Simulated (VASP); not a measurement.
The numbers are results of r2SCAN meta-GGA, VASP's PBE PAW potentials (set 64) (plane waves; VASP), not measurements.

VASP input:

File KPOINTS:
```
K-points
0
Gamma
 13 13 13
0 0 0
```

**INCAR**
```
SYSTEM  =  C
PREC  =  Accurate; ENCUT  =  520; LREAL  =  F
LASPH  =  T
EDIFF  =  1E-7; NELM  =  100; ALGO  =  Normal
LMIXTAU  =  T
ISMEAR  =  0; SIGMA  =  0.05
METAGGA  =  R2SCAN
ISIF  =  2
LWAVE  =  F; LCHARG  =  F
```

### POSCAR
```
C
1
    0.0000000000     1.7815935352     1.7815935352
    1.7815935352     0.0000000000     1.7815935352
    1.7815935352     1.7815935352     0.0000000000
C
2
Direct
  0.0000000000   0.0000000000   0.0000000000
  0.2500000000   0.2500000000   0.2500000000
```

POTCAR, in this order: C (PBE.64 set). Program: vasp_std.

Problem. Estimate the energy per atom (σ→0).

Solution. 
```yaml
energy per atom (σ→0): -9.829 eV/atom
```

### OSZICAR
```
...
DAV:  12    -0.196573275827E+02   -0.24439E-02   -0.55063E-04  1344   0.304E-01    0.226E-02
DAV:  13    -0.196573641167E+02   -0.36534E-04   -0.11469E-05  1912   0.465E-02    0.165E-02
DAV:  14    -0.196573659038E+02   -0.17871E-05   -0.10874E-06  1352   0.122E-02    0.234E-02
DAV:  15    -0.196573653311E+02    0.57269E-06   -0.11427E-06  1608   0.120E-02    0.327E-03
DAV:  16    -0.196573655485E+02   -0.21736E-06   -0.77132E-08   976   0.314E-03    0.322E-04
DAV:  17    -0.196573656703E+02   -0.12180E-06   -0.65704E-09   672   0.115E-03    0.268E-04
DAV:  18    -0.196573656870E+02   -0.16763E-07   -0.44340E-09   672   0.811E-04
   1 F= -.19657366E+02 E0= -.19657366E+02  d E =-.178493E-10
```

The compound is C in the diamond structure. It was relaxed first.
